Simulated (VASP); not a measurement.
Data:

```
Nd3PbN
1.0
    4.96386     0.00000     0.00000
    0.00000     4.96386     0.00000
    0.00000     0.00000     4.96386
Nd Pb N
3 1 1
Cartesian
  2.48193   2.48193   0.00000
  0.00000   2.48193   2.48193
  2.48193   0.00000   2.48193
  0.00000   0.00000   0.00000
  2.48193   2.48193   2.48193
```

Level of theory: PBEsol GGA, VASP's PBE PAW potentials (set 64) (plane waves; VASP). Numerical set-up: 600 eV cut-off, 6×6×6 Γ-centred mesh, first-order Methfessel-Paxton smearing of 0.10 eV, potentials Nd_3 Pb_d N.

The 4f electrons are frozen in the core of the lanthanide potential, so 4f levels, which can set the real gap, and their magnetism are missing. Unless said otherwise, spin-orbit coupling is left out, though it shifts the bands of the heavy elements here.

Q: Predict the energy per atom (σ→0), band gap (on the k-mesh) with the smallest direct gap where there is one.

A: 
| Quantity | Value |
|---|---|
| band gap (on the k-mesh) | none (metal, semimetal or under 0.01 eV) |
| energy per atom (σ→0) | -6.580 eV/atom |

Total energies compare only between runs with the same potentials, cut-off and functional.

The structure comes from a computed database's Nd3PbN entry (Pm-3m); how it stands against other phases isn't given here. It was relaxed first.
